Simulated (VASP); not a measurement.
These are PBEsol GGA, VASP's PBE PAW potentials (set 64) (plane waves; VASP 6.6.1) values and carry that method's errors.

The input files of a VASP run:

**POSCAR**
```
MnO2
1
    4.3731691822    -0.0000000000     0.0000000000
    0.0000000000     4.3731691822     0.0000000000
    0.0000000000     0.0000000000     2.8337283226
Mn O
2 4
Direct
  0.0000000000   0.0000000000   0.0000000000
  0.5000000000   0.5000000000   0.5000000000
  0.3034927809   0.3034927809   0.0000000000
  0.8034927809   0.1965072191   0.5000000000
  0.1965072191   0.8034927809   0.5000000000
  0.6965072191   0.6965072191   0.0000000000
```

File KPOINTS:
```
K-points
0
Gamma
7 7 11
0 0 0
```

**INCAR**
```
# general
SYSTEM  = MnO2
PREC    = Accurate
ENCUT   = 620
LREAL   = .False.   # projection in real space or not
LASPH   = .True.

# electronic loop
EDIFF   = 1E-6   # SCF stop (eV)
NELM    = 100
ALGO    = Normal   # blocked Davidson
LMAXMIX = 4

# smearing
ISMEAR  = 1
SIGMA   = 0.1   # width (eV)

# functional
GGA     = PS

# spin
ISPIN   = 2   # spin-polarised
MAGMOM  = 2.4 -2.4 -0.0 2*0.0 -0.0

# ions
IBRION  = 2
NSW     = 40   # most ionic steps
ISIF    = 3   # ions, shape and volume
EDIFFG  = -0.02   # ionic stop

# output
LWAVE   = .False.
LCHARG  = .False.
LORBIT  = 10
```

POTCAR, in this order: Mn_pv O (PBE.64 set). Program: vasp_std.

The resulting files:

File OUTCAR:
```
 ion  position               nearest neighbor table
   1  0.000  0.000  0.000-   4 1.87   5 1.87   4 1.87   5 1.87   3 1.88   6 1.88
   2  0.500  0.500  0.500-   3 1.87   6 1.87   3 1.87   6 1.87   5 1.88   4 1.88
   3  0.303  0.303  0.000-   2 1.87   2 1.87   1 1.88
   4  0.803  0.197  0.500-   1 1.87   1 1.87   2 1.88
   5  0.197  0.803  0.500-   1 1.87   1 1.87   2 1.88
   6  0.697  0.697  0.000-   2 1.87   2 1.87   1 1.88
  LATTYP: Found a simple tetragonal cell.
 ALAT       =     4.3731691822
 C/A-ratio  =     0.6479804930
 Subroutine PRICEL returns:
 Original cell was already a primitive cell.
 Subroutine GETGRP returns: Found 16 space group operations
The static configuration has the point symmetry D_2h.
 The point group associated with its full space group is D_4h.
The dynamic configuration has the point symmetry D_2h.
The overall configuration has the point symmetry D_2h.
 Subroutine INISYM returns: Found 16 space group operations
 Subroutine IBZKPT returns following result:
 Found     60 irreducible k-points:

 Following reciprocal coordinates:
            Coordinates               Weight
  0.000000  0.000000  0.000000      1.000000
  0.142857  0.000000  0.000000      4.000000
  0.285714  0.000000  0.000000      4.000000
  0.428571  0.000000  0.000000      4.000000
  0.142857  0.142857  0.000000      4.000000
  0.285714  0.142857  0.000000      8.000000
  0.428571  0.142857  0.000000      8.000000
  0.285714  0.285714  0.000000      4.000000
  0.428571  0.285714  0.000000      8.000000
  0.428571  0.428571  0.000000      4.000000
  0.000000  0.000000  0.090909      2.000000
  0.142857  0.000000  0.090909      8.000000
  0.285714  0.000000  0.090909      8.000000
  0.428571  0.000000  0.090909      8.000000
  0.142857  0.142857  0.090909      8.000000
  0.285714  0.142857  0.090909     16.000000
  0.428571  0.142857  0.090909     16.000000
  0.285714  0.285714  0.090909      8.000000
  0.428571  0.285714  0.090909     16.000000
  0.428571  0.428571  0.090909      8.000000
  0.000000  0.000000  0.181818      2.000000
  0.142857  0.000000  0.181818      8.000000
  0.285714  0.000000  0.181818      8.000000
  0.428571  0.000000  0.181818      8.000000
  0.142857  0.142857  0.181818      8.000000
  0.285714  0.142857  0.181818     16.000000
  0.428571  0.142857  0.181818     16.000000
  0.285714  0.285714  0.181818      8.000000
  0.428571  0.285714  0.181818     16.000000
  0.428571  0.428571  0.181818      8.000000
  0.000000  0.000000  0.272727      2.000000
  0.142857  0.000000  0.272727      8.000000
  0.285714  0.000000  0.272727      8.000000
  0.428571  0.000000  0.272727      8.000000
  0.142857  0.142857  0.272727      8.000000
  0.285714  0.142857  0.272727     16.000000
  0.428571  0.142857  0.272727     16.000000
  0.285714  0.285714  0.272727      8.000000
  0.428571  0.285714  0.272727     16.000000
  0.428571  0.428571  0.272727      8.000000
   k-points           NKPTS =     60   k-points in BZ     NKDIM =     60   number of bands    NBANDS=     30
   number of dos      NEDOS =    301   number of ions     NIONS =      6
   total plane-waves  NPLWV =  31104
   dimension x,y,z NGX =    36 NGY =   36 NGZ =   24
   dimension x,y,z NGXF=    72 NGYF=   72 NGZF=   48
   ions per type =               2   4
   PREC   = accura    normal or accurate (medium, high low for compatibility)
   ISTART =      0    job   : 0-new  1-cont  2-samecut
   ICHARG =      2    charge: 1-file 2-atom 10-const
   ISPIN  =      2    spin polarized calculation?
   LNONCOLLINEAR =      F non collinear calculations
   LSORBIT =      F    spin-orbit coupling
...
```

File OSZICAR:
```
       N       E                     dE             d eps       ncg     rms          rms(c)
DAV:   1     0.693419290903E+03    0.69342E+03   -0.31603E+04  7288   0.229E+03
DAV:   2     0.238173637212E+02   -0.66960E+03   -0.63229E+03  7662   0.613E+02
DAV:   3    -0.625393187790E+02   -0.86357E+02   -0.83929E+02  9118   0.203E+02
DAV:   4    -0.659045489025E+02   -0.33652E+01   -0.30773E+01  8470   0.355E+01
DAV:   5    -0.659674145061E+02   -0.62866E-01   -0.62534E-01  7464   0.551E+00    0.460E+01
DAV:   6    -0.614671252348E+02    0.45003E+01   -0.16277E+02  8954   0.121E+02    0.520E+01
DAV:   7    -0.530260543076E+02    0.84411E+01   -0.12031E+02  9292   0.123E+02    0.208E+01
DAV:   8    -0.509382771864E+02    0.20878E+01   -0.88198E+00  7564   0.300E+01    0.778E+00
DAV:   9    -0.506111020650E+02    0.32718E+00   -0.17364E+00  9658   0.134E+01    0.282E+00
DAV:  10    -0.506222775575E+02   -0.11175E-01   -0.17579E-01  7596   0.350E+00    0.157E+00
DAV:  11    -0.506172935502E+02    0.49840E-02   -0.20807E-02  7732   0.186E+00    0.497E-01
DAV:  12    -0.506165384909E+02    0.75506E-03   -0.55389E-03  8802   0.108E+00    0.188E-01
DAV:  13    -0.506166054740E+02   -0.66983E-04   -0.46940E-04  7974   0.163E-01    0.665E-02
DAV:  14    -0.506165854830E+02    0.19991E-04   -0.70971E-05  8424   0.870E-02    0.263E-02
DAV:  15    -0.506165858676E+02   -0.38463E-06   -0.33208E-05  8182   0.682E-02    0.161E-02
DAV:  16    -0.506165850746E+02    0.79293E-06   -0.53761E-06  6734   0.323E-02
   1 F= -.50616585E+02 E0= -.50616544E+02  d E =-.506166E+02  mag=     0.0000
```

File OUTCAR:
```
------------------------ aborting loop because EDIFF is reached ----------------------------------------
  FORCE on cell =-STRESS in cart. coord.  units (eV):
  Direction    XX          YY          ZZ          XY          YZ          ZX
  --------------------------------------------------------------------------------------
  Total       -0.0747290     -0.0747290     -0.1060836     -0.0000000      0.0000000      0.0000000
  in kB       -2.2092699     -2.2092699     -3.1362319     -0.0000000      0.0000000      0.0000000
  external PRESSURE =      -2.5182572 kB  Pullay stress =       0.0000000 kB
  volume of cell :       54.19
      direct lattice vectors                 reciprocal lattice vectors
     4.373169182  0.000000000  0.000000000     0.228667120  0.000000000  0.000000000
     0.000000000  4.373169182  0.000000000     0.000000000  0.228667120  0.000000000
     0.000000000  0.000000000  2.833728323     0.000000000  0.000000000  0.352891981
 POSITION                                       TOTAL-FORCE (eV/Angst)
 -----------------------------------------------------------------------------------
      0.00000      0.00000      0.00000         0.000000      0.000000      0.000000
      2.18658      2.18658      1.41686         0.000000      0.000000      0.000000
      1.32723      1.32723      0.00000        -0.010664     -0.010664     -0.000000
      3.51381      0.85936      1.41686        -0.010664      0.010664      0.000000
      0.85936      3.51381      1.41686         0.010664     -0.010664      0.000000
      3.04594      3.04594      0.00000         0.010664      0.010664      0.000000
 -----------------------------------------------------------------------------------
    total drift:                                0.000000      0.000000      0.000000
  FREE ENERGIE OF THE ION-ELECTRON SYSTEM (eV)
  ---------------------------------------------------
  free  energy   TOTEN  =       -50.6165850746 eV

  energy  without entropy=      -50.6164627706  energy(sigma->0) =      -50.61654431

 total charge

# of ion       s       p       d       tot
------------------------------------------
    1        0.369   6.498   4.963  11.829
    2        0.369   6.498   4.963  11.829
    3        1.561   3.452   0.000   5.013
    4        1.561   3.452   0.000   5.013
    5        1.561   3.452   0.000   5.013
    6        1.561   3.452   0.000   5.013
--------------------------------------------------
tot          6.980  26.805   9.925  43.711

 magnetization (x)

# of ion       s       p       d       tot
------------------------------------------
    1        0.012   0.020   2.398   2.430
    2       -0.012  -0.020  -2.398  -2.430
    3       -0.001  -0.047   0.000  -0.048
    4        0.001   0.047   0.000   0.048
    5        0.001   0.047   0.000   0.048
    6       -0.001  -0.047   0.000  -0.048
--------------------------------------------------
tot          0.000   0.000   0.000   0.000

 reached required accuracy - stopping structural energy minimisation
```
(Selected blocks of OUTCAR.)

The compound is MnO2 in the rutile structure. It was relaxed first.
